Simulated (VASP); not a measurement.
These are PBEsol GGA, VASP's PBE PAW potentials (set 64) (plane waves; VASP) values and carry that method's errors.

A VASP calculation is set up with these files.

### INCAR
```
# general
SYSTEM  = La
PREC    = Accurate
ENCUT   = 500
LREAL   = .FALSE.
LASPH   = .TRUE.

# electronic loop
EDIFF   = 1E-6
NELM    = 100
ALGO    = Normal
LMAXMIX = 6

# smearing
ISMEAR  = 1
SIGMA   = 0.1

# functional
GGA     = PS

# ions
IBRION  = 2
NSW     = 40
ISIF    = 3
EDIFFG  = -0.02

# output
LWAVE   = .FALSE.
LCHARG  = .FALSE.
```

### POSCAR
```
La
1
    1.8352316028    -3.1787145890     0.0000000000
    1.8352316028     3.1787145890    -0.0000000000
   -0.0000000000     0.0000000000    11.7177698022
La
4
Direct
  1.0000000000   0.0000000000   0.5000000000
  1.0000000000   0.0000000000   0.0000000000
  0.3333330000   0.6666670000   0.2500000000
  0.6666670000   0.3333330000   0.7500000000
```

File KPOINTS:
```
Automatic mesh
0
Gamma
10 10 3
0 0 0
```

POTCAR, in this order: La (PBE.64 set). Program: vasp_std.

The run wrote:

**OSZICAR**
```
       N       E                     dE             d eps       ncg     rms          rms(c)
DAV:   1     0.562444082743E+03    0.56244E+03   -0.14519E+04  1464   0.227E+03
DAV:   2     0.111692448930E+03   -0.45075E+03   -0.44569E+03  2232   0.453E+02
DAV:   3    -0.437358736480E+01   -0.11607E+03   -0.11520E+03  2698   0.276E+02
DAV:   4    -0.190789591146E+02   -0.14705E+02   -0.14435E+02  2696   0.978E+01
DAV:   5    -0.212216951482E+02   -0.21427E+01   -0.20854E+01  2848   0.347E+01    0.513E+00
DAV:   6    -0.213814855065E+02   -0.15979E+00   -0.26229E+00  2768   0.118E+01    0.256E+00
DAV:   7    -0.213681597006E+02    0.13326E-01   -0.35884E-01  2856   0.410E+00    0.640E-01
DAV:   8    -0.213700452623E+02   -0.18856E-02   -0.51831E-02  2888   0.145E+00    0.211E-01
DAV:   9    -0.213711438819E+02   -0.10986E-02   -0.89765E-03  2744   0.571E-01    0.142E-01
DAV:  10    -0.213715353537E+02   -0.39147E-03   -0.21675E-03  2688   0.284E-01    0.683E-02
DAV:  11    -0.213716693733E+02   -0.13402E-03   -0.83004E-04  2744   0.180E-01    0.121E-02
DAV:  12    -0.213716736220E+02   -0.42486E-05   -0.11324E-04  2272   0.722E-02    0.217E-02
DAV:  13    -0.213716854276E+02   -0.11806E-04   -0.97293E-05  2376   0.762E-02    0.602E-03
DAV:  14    -0.213716863202E+02   -0.89253E-06   -0.78986E-06  2056   0.291E-02
   1 F= -.21371686E+02 E0= -.21371206E+02  d E =-.213717E+02
```

OUTCAR:
```
------------------------ aborting loop because EDIFF is reached ----------------------------------------
  FORCE on cell =-STRESS in cart. coord.  units (eV):
  Direction    XX          YY          ZZ          XY          YZ          ZX
  --------------------------------------------------------------------------------------
  Total        0.0708481      0.0708481     -0.0284963      0.0000000      0.0000000     -0.0000000
  in kB        0.8302737      0.8302738     -0.3339499      0.0000000      0.0000000     -0.0000000
  external PRESSURE =       0.4421992 kB  Pullay stress =       0.0000000 kB
  volume of cell :      136.72
      direct lattice vectors                 reciprocal lattice vectors
     1.835231603 -3.178714589  0.000000000     0.272445178 -0.157296286  0.000000000
     1.835231603  3.178714589  0.000000000     0.272445178  0.157296286  0.000000000
     0.000000000  0.000000000 11.717769802     0.000000000  0.000000000  0.085340472
 POSITION                                       TOTAL-FORCE (eV/Angst)
 -----------------------------------------------------------------------------------
      0.00000      0.00000      5.85888         0.000000     -0.000000      0.000000
      0.00000      0.00000      0.00000        -0.000000     -0.000000      0.000000
      1.83523      1.05957      2.92944         0.000000     -0.000000      0.000000
      1.83523     -1.05957      8.78833         0.000000      0.000000     -0.000000
 -----------------------------------------------------------------------------------
    total drift:                                0.000000      0.000000      0.000000
  FREE ENERGIE OF THE ION-ELECTRON SYSTEM (eV)
  ---------------------------------------------------
  free  energy   TOTEN  =       -21.3716863202 eV

  energy  without entropy=      -21.3702448350  energy(sigma->0) =      -21.37120583

 reached required accuracy - stopping structural energy minimisation
```
(Selected blocks of OUTCAR.)

The compound is La in the dhcp structure. It was relaxed first, which changed the volume by -9 %.
